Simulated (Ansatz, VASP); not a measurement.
# Ge (amorphous Ge at 5.05 g/cm^3): VASP beside Ansatz, part 2 of 2

Wanted: the spread between two codes on one cell, functional and k mesh. The cell is taken from a series of runs on this material, whose earlier steps may have relaxed, scaled, displaced or heated it; both programs get it as it stands.

VASP 6.6.1 and Ansatz 0.2.0.

So far. Step 2 (VASP: single point, PBE, pair 1): The run ends at a pressure of 1.25 GPa, with forces up to 0.75 eV/Å.

## Step 5: VASP: single point, PBE, pair 2

Level of this step: PBE; plane waves and PAW (Ge_d) (VASP).

With cell and atoms fixed, the geometry can't cause a difference; cores, projectors, grids and the points listed under the comparison can.

Contents of INCAR:

```
SYSTEM = Ge
PREC = Accurate
ENCUT = 500
EDIFF = 1E-06
NELM = 120
ISMEAR = -1
SIGMA = 0.025
LREAL = Auto
ALGO = Normal
GGA = PE
NBANDS = 584
LORBIT = 11
LWAVE = .FALSE.
LCHARG = .FALSE.
ISIF = 2
LASPH = .TRUE.
GGA_COMPAT = .FALSE.
EFERMI = MIDGAP
NCORE = 2
```

Contents of POSCAR:

```
Ge
1.0
   11.9803000000      0.0000000000      0.0000000000
    0.0000000000     11.9803000000      0.0000000000
    0.0000000000      0.0000000000     11.9803000000
Ge
72
Direct
    0.9380500000      0.9029500000      0.1023500000
    0.1712600000      0.7011100000      0.6524600000
    0.8048400000      0.7459900000      0.5616500000
    0.8751000000      0.5592000000      0.5023400000
    0.2579300000      0.1138100000      0.6124100000
    0.7306700000      0.2789800000      0.5676800000
    0.8797500000      0.2359300000      0.9220400000
    0.9547500000      0.6226300000      0.3145400000
    0.9035400000      0.1488800000      0.5667300000
    0.2679500000      0.2470300000      0.4460200000
    0.3422900000      0.7428900000      0.5385000000
    0.0053400000      0.4016500000      0.9031800000
    0.9132500000      0.0801200000      0.2002200000
    0.5633500000      0.9004500000      0.3691800000
    0.2565400000      0.9558800000      0.4806100000
    0.4002700000      0.3481000000      0.9175500000
    0.2015500000      0.1524800000      0.9226400000
    0.5995900000      0.4334700000      0.8932900000
    0.7800600000      0.2045000000      0.1073700000
    0.5783000000      0.4050800000      0.2766900000
    0.1154300000      0.7472300000      0.3170400000
    0.8973300000      0.9985400000      0.7222300000
    0.5865800000      0.1061600000      0.8247000000
    0.2395700000      0.2108600000      0.1275100000
    0.4414800000      0.3870600000      0.4500200000
    0.3079900000      0.4698900000      0.7670200000
    0.1220400000      0.6928600000      0.9691400000
    0.0606800000      0.2196600000      0.2394500000
    0.4202100000      0.5416900000      0.6042100000
    0.8625200000      0.5343600000      0.8425800000
    0.4356500000      0.8074800000      0.2279400000
    0.5888800000      0.5759100000      0.7288600000
    0.0871000000      0.1811300000      0.7059100000
    0.0601400000      0.9002300000      0.4474100000
    0.1394700000      0.4145700000      0.4092300000
    0.9823700000      0.8237700000      0.6384900000
    0.9619100000      0.2920500000      0.4110500000
    0.3139700000      0.6875500000      0.3428200000
    0.7615500000      0.4687400000      0.6693300000
    0.6376300000      0.7816000000      0.6898200000
    0.4666000000      0.1576400000      0.9895200000
    0.4440800000      0.8140100000      0.8638000000
    0.8289600000      0.3857400000      0.1909700000
    0.0221500000      0.4506800000      0.2210000000
    0.1185800000      0.4997200000      0.0459300000
    0.8187400000      0.8325900000      0.9481200000
    0.1276300000      0.8281300000      0.1278300000
    0.0080500000      0.0767500000      0.8818000000
    0.3402700000      0.9918900000      0.9534700000
    0.7678800000      0.4033700000      0.3899200000
    0.4975300000      0.8800500000      0.5674500000
    0.7529500000      0.5072200000      0.0218900000
    0.3167300000      0.4792000000      0.3042500000
    0.2795600000      0.6729000000      0.8339600000
    0.3142400000      0.0816700000      0.3136300000
    0.7612600000      0.8526300000      0.3870200000
    0.5026400000      0.5075400000      0.0993000000
    0.9561000000      0.7225700000      0.8369400000
    0.4994100000      0.7175100000      0.0522600000
    0.5788600000      0.2192300000      0.1632800000
    0.7068200000      0.7059400000      0.0702000000
    0.3007800000      0.4122400000      0.0984800000
    0.5250300000      0.0998600000      0.3269900000
    0.4580200000      0.0743100000      0.6566300000
    0.2976800000      0.9433400000      0.1510700000
    0.8333000000      0.7627000000      0.2210500000
    0.7137000000      0.2720400000      0.7988100000
    0.1183800000      0.3871900000      0.7320600000
    0.0739500000      0.5255300000      0.5767900000
    0.8893500000      0.0164500000      0.3972300000
    0.7124200000      0.9375100000      0.8084400000
    0.5434100000      0.2015900000      0.5077500000
```

Contents of KPOINTS:

```
Automatic mesh
0
Gamma
1 1 1
0 0 0
```

Potentials, in the order of the species: Ge_d (PBE family, release 64).

Command:

```console
mpirun -np 8 vasp_gam
```

Numbers of over 12 decimals in the logs are rounded to 6 here.

The log of the run:

```text
[... set-up lines as in an earlier step ...]
 entering main loop
       N       E                     dE             d eps       ncg     rms          rms(c)
DAV:   1     0.213289955594E+05    0.21329E+05   -0.39845E+05  1200   0.532E+03
DAV:   2     0.513145959840E+04   -0.16198E+05   -0.15576E+05  1176   0.121E+03
DAV:   3     0.771915187330E+03   -0.43595E+04   -0.42023E+04  1168   0.329E+02
DAV:   4    -0.201869088440E+03   -0.97378E+03   -0.89159E+03  1320   0.143E+02
[...]
DAV:  18    -0.310360676205E+03   -0.13374E-05   -0.81968E-06  1208   0.277E-02    0.187E-03
DAV:  19    -0.310360678449E+03   -0.22445E-05   -0.22780E-05  1152   0.173E-02    0.185E-03
DAV:  20    -0.310360678680E+03   -0.23068E-06   -0.33227E-06   872   0.104E-02
   1 F= -.31036068E+03 E0= -.31036014E+03  d E =-.106904E-02
```

Parts of OUTCAR (step 5):

```text
 POSITION                                       TOTAL-FORCE (eV/Angst)
 -----------------------------------------------------------------------------------
     11.23812     10.81761      1.22618         0.015056      0.001858     -0.016003
      2.05175      8.39951      7.81667         0.009015      0.007991      0.001902
      9.64222      8.93718      6.72874         0.001520     -0.002468      0.004378
     10.48396      6.69938      6.01818         0.001358     -0.007696     -0.015271
      3.09008      1.36348      7.33686         0.012649      0.007425      0.007124
      8.75365      3.34226      6.80098        -0.006982     -0.001708     -0.001590
     10.53967      2.82651     11.04632        -0.007597      0.004926      0.007824
     11.43819      7.45929      3.76828         0.010170      0.012388      0.009779
     10.82468      1.78363      6.78960         0.000232      0.017068      0.003137
      3.21012      2.95949      5.34345         0.010599      0.019179      0.021273
      4.10074      8.90005      6.45139        -0.005513      0.003593     -0.002573
      0.06397      4.81189     10.82037         0.008857     -0.003857     -0.007764
     10.94101      0.95986      2.39870        -0.017186      0.000140     -0.006645
      6.74910     10.78766      4.42289        -0.008225     -0.000668     -0.001851
[...]
-----------------------------------------------------------------------------------
    total drift:                                0.008344     -0.000432     -0.000108

  FREE ENERGIE OF THE ION-ELECTRON SYSTEM (eV)
  ---------------------------------------------------
  free  energy   TOTEN  =      -310.3606786798 eV

  energy  without entropy=     -310.3596096390  energy(sigma->0) =     -310.36014416
```

The run ends at a pressure of 0.66 GPa, with forces up to 0.039 eV/Å.

## Step 6: Ansatz: single point, PBE, pair 2

The same cell, functional, mesh and smearing now go to Ansatz, which takes its cutoff from its data sets.

The cell is taken from a series of runs on this material, whose earlier steps may have relaxed, scaled, displaced or heated it; both programs get it as it stands.

Contents of input.yaml:

```yaml
crystal:
  lattice:
    - [11.9803, 0.0, 0.0]
    - [0.0, 11.9803, 0.0]
    - [0.0, 0.0, 11.9803]
  atoms:
    - { symbol: Ge, position: [0.93805, 0.90295, 0.10235] }
    - { symbol: Ge, position: [0.17126, 0.70111, 0.65246] }
    - { symbol: Ge, position: [0.80484, 0.74599, 0.56165] }
    - { symbol: Ge, position: [0.8751, 0.5592, 0.50234] }
    - { symbol: Ge, position: [0.25793, 0.11381, 0.61241] }
    - { symbol: Ge, position: [0.73067, 0.27898, 0.56768] }
    - { symbol: Ge, position: [0.87975, 0.23593, 0.92204] }
    - { symbol: Ge, position: [0.95475, 0.62263, 0.31454] }
    - { symbol: Ge, position: [0.90354, 0.14888, 0.56673] }
    - { symbol: Ge, position: [0.26795, 0.24703, 0.44602] }
    - { symbol: Ge, position: [0.34229, 0.74289, 0.5385] }
    - { symbol: Ge, position: [0.00534, 0.40165, 0.90318] }
    - { symbol: Ge, position: [0.91325, 0.08012, 0.20022] }
    - { symbol: Ge, position: [0.56335, 0.90045, 0.36918] }
    - { symbol: Ge, position: [0.25654, 0.95588, 0.48061] }
    - { symbol: Ge, position: [0.40027, 0.3481, 0.91755] }
    - { symbol: Ge, position: [0.20155, 0.15248, 0.92264] }
    - { symbol: Ge, position: [0.59959, 0.43347, 0.89329] }
    - { symbol: Ge, position: [0.78006, 0.2045, 0.10737] }
    - { symbol: Ge, position: [0.5783, 0.40508, 0.27669] }
    - { symbol: Ge, position: [0.11543, 0.74723, 0.31704] }
    - { symbol: Ge, position: [0.89733, 0.99854, 0.72223] }
    - { symbol: Ge, position: [0.58658, 0.10616, 0.8247] }
    - { symbol: Ge, position: [0.23957, 0.21086, 0.12751] }
    - { symbol: Ge, position: [0.44148, 0.38706, 0.45002] }
    - { symbol: Ge, position: [0.30799, 0.46989, 0.76702] }
    - { symbol: Ge, position: [0.12204, 0.69286, 0.96914] }
    - { symbol: Ge, position: [0.06068, 0.21966, 0.23945] }
    - { symbol: Ge, position: [0.42021, 0.54169, 0.60421] }
    - { symbol: Ge, position: [0.86252, 0.53436, 0.84258] }
    - { symbol: Ge, position: [0.43565, 0.80748, 0.22794] }
    - { symbol: Ge, position: [0.58888, 0.57591, 0.72886] }
    - { symbol: Ge, position: [0.0871, 0.18113, 0.70591] }
    - { symbol: Ge, position: [0.06014, 0.90023, 0.44741] }
    - { symbol: Ge, position: [0.13947, 0.41457, 0.40923] }
    - { symbol: Ge, position: [0.98237, 0.82377, 0.63849] }
    - { symbol: Ge, position: [0.96191, 0.29205, 0.41105] }
    - { symbol: Ge, position: [0.31397, 0.68755, 0.34282] }
    - { symbol: Ge, position: [0.76155, 0.46874, 0.66933] }
    - { symbol: Ge, position: [0.63763, 0.7816, 0.68982] }
    - { symbol: Ge, position: [0.4666, 0.15764, 0.98952] }
    - { symbol: Ge, position: [0.44408, 0.81401, 0.8638] }
    - { symbol: Ge, position: [0.82896, 0.38574, 0.19097] }
    - { symbol: Ge, position: [0.02215, 0.45068, 0.221] }
    - { symbol: Ge, position: [0.11858, 0.49972, 0.04593] }
    - { symbol: Ge, position: [0.81874, 0.83259, 0.94812] }
    - { symbol: Ge, position: [0.12763, 0.82813, 0.12783] }
    - { symbol: Ge, position: [0.00805, 0.07675, 0.8818] }
    - { symbol: Ge, position: [0.34027, 0.99189, 0.95347] }
    - { symbol: Ge, position: [0.76788, 0.40337, 0.38992] }
    - { symbol: Ge, position: [0.49753, 0.88005, 0.56745] }
    - { symbol: Ge, position: [0.75295, 0.50722, 0.02189] }
    - { symbol: Ge, position: [0.31673, 0.4792, 0.30425] }
    - { symbol: Ge, position: [0.27956, 0.6729, 0.83396] }
    - { symbol: Ge, position: [0.31424, 0.08167, 0.31363] }
    - { symbol: Ge, position: [0.76126, 0.85263, 0.38702] }
    - { symbol: Ge, position: [0.50264, 0.50754, 0.0993] }
    - { symbol: Ge, position: [0.9561, 0.72257, 0.83694] }
    - { symbol: Ge, position: [0.49941, 0.71751, 0.05226] }
    - { symbol: Ge, position: [0.57886, 0.21923, 0.16328] }
    - { symbol: Ge, position: [0.70682, 0.70594, 0.0702] }
    - { symbol: Ge, position: [0.30078, 0.41224, 0.09848] }
    - { symbol: Ge, position: [0.52503, 0.09986, 0.32699] }
    - { symbol: Ge, position: [0.45802, 0.07431, 0.65663] }
    - { symbol: Ge, position: [0.29768, 0.94334, 0.15107] }
    - { symbol: Ge, position: [0.8333, 0.7627, 0.22105] }
    - { symbol: Ge, position: [0.7137, 0.27204, 0.79881] }
    - { symbol: Ge, position: [0.11838, 0.38719, 0.73206] }
    - { symbol: Ge, position: [0.07395, 0.52553, 0.57679] }
    - { symbol: Ge, position: [0.88935, 0.01645, 0.39723] }
    - { symbol: Ge, position: [0.71242, 0.93751, 0.80844] }
    - { symbol: Ge, position: [0.54341, 0.20159, 0.50775] }
kpoints:
  mp_grid: { grid: [1, 1, 1] }
hamiltonian:
  xc: pbe
scf:
  occupations: { method: fermi_dirac, width: 0.025 }
output:
  forces: true
  stress: true
  populations: true
  dos:
    method: { smearing: { sigma: 0.08 } }
    de: 0.05
    projected: { site_lists: { Ge: [Ge] } }
  eigenvalues: true
  write_density: true
  write_potential: true
  volumetric_format: npy
```

Command:

```console
ansatz run input.yaml --threads 4 --pin off --max-ram 8192MiB --backend cpu --events-out ev --progress --plain --runs-dir out
```

The log of the run:

```text
[...]
Crystal: 72 atoms, lattice volume = 1719.504 Å³
Basis set: ecut = 420 eV, 33401 PW (Γ), exchange–correlation on 162×162×162 points (8 copies of the dense FFT grid, shifted against one another)
Bands: 605, of which v1, the nominal top of the filled ones, is band 504 counted from 1 (503 counted from 0)
Symmetry: 1 space group operations
[...]
k-points: 1
[...]
--- Löwdin populations: 72 sites ---
  site symbol       q [e]
     0     Ge     13.9967
     1     Ge     13.9278
     2     Ge     13.9600
     3     Ge     14.0118
     4     Ge     13.9878
     5     Ge     13.9605
     6     Ge     13.9836
     7     Ge     13.9554
[...]
68     Ge     13.9808
    69     Ge     13.9699
    70     Ge     13.9905
    71     Ge     13.9406
  spilling = 0.001678 (of n_electrons = 1008.000000)
[key lines of the parts left out:]
SCF converged after 14 iterations
Free energy (F): -309223.884537 eV
Fermi energy:    7.655117 eV
P = ⅓ Tr σ = 0.7486 GPa (7.486 kbar)
```

## Step 7: Differences

What differs besides the data sets and the points named for the pairs above, as far as they apply: the cutoff is 420 eV in Ansatz and 500 eV in VASP (PREC = Accurate, projectors in real space). Total energies have different zeros and are not compared.

The two programs side by side:

```
              quantity  Ansatz   VASP  difference
        pressure (GPa)    0.75   0.66       +0.09
gap on the k mesh (eV)   0.331  0.331       0.000
```

At this near-relaxed geometry the largest component of a force difference is 5 meV/Å. A gap on the mesh is an upper bound, since the band edges may lie between its points.

## Step 8: Outcome

```
r.m.s. force difference (single point, PBE, pair 1)         : 1.0 % of the r.m.s. force
difference in gap on the k mesh (single point, PBE, pair 2) : 8.0e-5 eV
```

**Reading.** The r.m.s. force difference is 1.0 % of the r.m.s. force (single point, PBE, pair 1), within the 3 % picked in this series as the mark of a large difference. Such differences can come from data sets, numerical settings and the points named under the comparisons, not from the functional's error against experiment.

[Lines on the potential files, build, host, timing and source positions are cut from VASP's logs without a mark.]

[Logs are printed without paths, hosts, clocks, repeated set-up lines and the standing remarks that a program may print on its own settings, such as how far it seeks lower states.]

[Hosts, paths, dates, database ids (printed as entryN), source tags and the programs' standing remarks are cut or masked in the printed files.]
